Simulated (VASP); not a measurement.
RuF3, 8 atoms in the cell. The cell holds a amorphous, 8 atoms: a = 4.594 Å, b = 5.134 Å, c = 4.528 Å, α = 81.58°, β = 89.41°, γ = 76.13°. The cell was built by a generator and needn't be a form met in nature.

| Item | Value |
| --- | --- |
| Program | VASP 6.6.1 |
| Task | single point |
| Functional | PBE |
| Potentials or basis | VASP PAW PBE potentials, release 64 (Ru_pv, F) |
| Cutoff | 520 eV |
| k mesh | 3 × 3 × 3 |
| Occupations | fermi-dirac, width 0.1 eV |
| Spin | no spin polarisation |
| Dipole correction | no |
| Further INCAR settings | ALGO = Normal; EDIFF = 1e-07; NBANDS = 45 |

Potentials or basis: VASP PAW PBE potentials, release 64 (Ru_pv, F).

Command:

```console
$ cat potpaw_PBE.64/Ru_pv/POTCAR potpaw_PBE.64/F/POTCAR > POTCAR
$ mpirun -np 1 vasp_std > vasp.out
```

Hardware: 1 thread of Intel(R) Xeon(R) Platinum 8488C (Sapphire Rapids), on a shared host.

Estimate the wall time of this run.

It took 80 s on 1 thread of Intel(R) Xeon(R) Platinum 8488C (Sapphire Rapids) (shared host), peak memory 0.23 GiB. Counts: scf iterations 22, k points 14.
